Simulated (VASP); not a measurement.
Level of theory: r2SCAN+rVV10, VASP's PBE PAW potentials (set 64) (plane waves; VASP).

VASP ran on this input.

KPOINTS_OPT:
```
k-points along high-symmetry lines
6
Line-mode
Reciprocal
  0.000000   0.000000   0.000000 ! GAMMA
  0.000000   0.000000   0.500000 ! X

  0.000000   0.000000   0.500000 ! X
  0.250000   0.250000   0.250000 ! P

  0.250000   0.250000   0.250000 ! P
  0.000000   0.500000  -0.000000 ! N

  0.000000   0.500000  -0.000000 ! N
  0.000000   0.000000   0.000000 ! GAMMA

  0.000000   0.000000   0.000000 ! GAMMA
  0.500000   0.500000  -0.500000 ! M

  0.500000   0.500000  -0.500000 ! M
  0.291803   0.708197  -0.291803 ! S

 -0.291803   0.291803   0.291803 ! S_0
  0.000000   0.000000   0.000000 ! GAMMA

  0.000000   0.000000   0.500000 ! X
 -0.083607   0.083607   0.500000 ! R

  0.500000   0.500000  -0.083607 ! G
  0.500000   0.500000  -0.500000 ! M
```

INCAR:
```
SYSTEM  =  MoSi2
LREAL  =  F
NELM  =  100   # most electronic steps
PREC  =  Accurate
CPARAM  =  0.0093
EDIFF  =  1E-7
LUSE_VDW  =  T
LORBIT  =  11   # lm-projected
ALGO  =  Normal
LASPH  =  T
BPARAM  =  11.95
LCHARG  =  F
METAGGA  =  R2SCAN
ENCUT  =  520   # plane-wave cut-off (eV)
ISIF  =  2   # forces and stress, cell fixed
ISMEAR  =  -5
LEFG  =  T
LMAXMIX  =  4   # l cut-off of mixed one-centre charges
LWAVE  =  F
LMIXTAU  =  T
NEDOS  =  601
```

File POSCAR:
```
MoSi2
1
   -1.5995156812     1.5995156812     3.9083091053
    1.5995156812    -1.5995156812     3.9083091053
    1.5995156812     1.5995156812    -3.9083091053
Si Mo
2 1
Direct
  0.6647533987   0.6647533987   0.0000000000
  0.3352466013   0.3352466013   0.0000000000
  0.0000000000   0.0000000000   0.0000000000
```

KPOINTS:
```
Regular mesh
0
G
  15 15 15
```

POTCAR, in this order: Si Mo_sv (PBE.64 set). Program: vasp_std.

The run wrote:

File OSZICAR:
```
       N       E                     dE             d eps       ncg     rms          rms(c)
DAV:   1     0.102216153152E+03    0.10222E+03   -0.11860E+04  8656   0.144E+03
DAV:   2    -0.487678512611E+02   -0.15098E+03   -0.14955E+03 10747   0.351E+02
DAV:   3    -0.518885544648E+02   -0.31207E+01   -0.31045E+01 11447   0.463E+01
DAV:   4    -0.519030775254E+02   -0.14523E-01   -0.14525E-01  9970   0.371E+00
DAV:   5    -0.519031975433E+02   -0.12002E-03   -0.12002E-03 11608   0.318E-01    0.252E+01
DAV:   6    -0.449038993393E+02    0.69993E+01   -0.69275E+00 10005   0.261E+01    0.499E+00
DAV:   7    -0.444423264699E+02    0.46157E+00   -0.10660E+00  9550   0.907E+00    0.391E+00
DAV:   8    -0.446892477872E+02   -0.24692E+00   -0.42294E-01  9256   0.558E+00    0.152E+00
DAV:   9    -0.447245798144E+02   -0.35332E-01   -0.41472E-02 10390   0.182E+00    0.468E-01
DAV:  10    -0.447231727621E+02    0.14071E-02   -0.18399E-02  9592   0.139E+00    0.112E-01
DAV:  11    -0.447266896142E+02   -0.35169E-02   -0.39552E-03  9235   0.610E-01    0.703E-02
DAV:  12    -0.447266088821E+02    0.80732E-04   -0.26759E-04 11335   0.200E-01    0.214E-02
DAV:  13    -0.447267783894E+02   -0.16951E-03   -0.25542E-04  8829   0.185E-01    0.185E-02
DAV:  14    -0.447267401871E+02    0.38202E-04   -0.24424E-05  9830   0.608E-02    0.946E-03
DAV:  15    -0.447267486463E+02   -0.84592E-05   -0.69269E-06  9466   0.311E-02    0.230E-03
DAV:  16    -0.447267462999E+02    0.23464E-05   -0.16761E-06  9830   0.146E-02    0.199E-03
DAV:  17    -0.447267484246E+02   -0.21247E-05   -0.66410E-07  9865   0.884E-03    0.604E-04
DAV:  18    -0.447267479948E+02    0.42981E-06   -0.63204E-08  4796   0.276E-03    0.494E-04
DAV:  19    -0.447267485081E+02   -0.51330E-06   -0.13231E-08  4586   0.136E-03    0.148E-04
DAV:  20    -0.447267483334E+02    0.17467E-06   -0.23199E-09  4509   0.614E-04    0.496E-05
DAV:  21    -0.447267484032E+02   -0.69849E-07   -0.52516E-10  4544   0.245E-04
   1 F= -.44726748E+02 E0= -.44726748E+02  d E =0.000000E+00
       N       E                     dE             ncg
```

**OUTCAR**
```
------------------------ aborting loop because EDIFF is reached ----------------------------------------
  FORCE on cell =-STRESS in cart. coord.  units (eV):
  Direction    XX          YY          ZZ          XY          YZ          ZX
  --------------------------------------------------------------------------------------
  Total        0.0191184      0.0191184     -0.0361869      0.0000000      0.0000000      0.0000000
  in kB        0.7658385      0.7658385     -1.4495606      0.0000000      0.0000000      0.0000000
  external PRESSURE =       0.0273722 kB  Pullay stress =       0.0000000 kB
  volume of cell :       40.00
      direct lattice vectors                 reciprocal lattice vectors
    -1.599515681  1.599515681  3.908309105     0.000000000  0.312594622  0.127932563
     1.599515681 -1.599515681  3.908309105     0.312594622  0.000000000  0.127932563
     1.599515681  1.599515681 -3.908309105     0.312594622  0.312594622  0.000000000
 POSITION                                       TOTAL-FORCE (eV/Angst)
 -----------------------------------------------------------------------------------
      0.00000      0.00000      5.19612         0.000000      0.000000     -0.009399
      0.00000      0.00000      2.62049        -0.000000     -0.000000      0.009399
      0.00000      0.00000      0.00000         0.000000      0.000000      0.000000
 -----------------------------------------------------------------------------------
    total drift:                                0.000000     -0.000000      0.000000
  FREE ENERGIE OF THE ION-ELECTRON SYSTEM (eV)
  ---------------------------------------------------
  free  energy   TOTEN  =       -44.7267484032 eV

  energy  without entropy=      -44.7267484032  energy(sigma->0) =      -44.72674840

 total charge

# of ion       s       p       d       tot
------------------------------------------
    1        0.730   0.894   0.000   1.624
    2        0.730   0.894   0.000   1.624
    3        2.283   6.216   4.167  12.667
--------------------------------------------------
tot          3.744   8.004   4.167  15.914

 Electric field gradients after diagonalization (V/A^2)
 (convention: |V_zz| > |V_xx| > |V_yy|)
----------------------------------------------------------------------
 ion       V_xx      V_yy      V_zz     asymmetry (V_yy - V_xx)/ V_zz
----------------------------------------------------------------------
   1       6.213     6.213   -12.427       0.000
   2       6.213     6.213   -12.427       0.000
   3      31.988    31.986   -63.974       0.000
```
(Selected blocks of OUTCAR.)

For a metal the tetrahedron method with Blöchl corrections gives inexact stress and forces.

The compound is MoSi2 in the MoSi2 type structure. It was relaxed first.
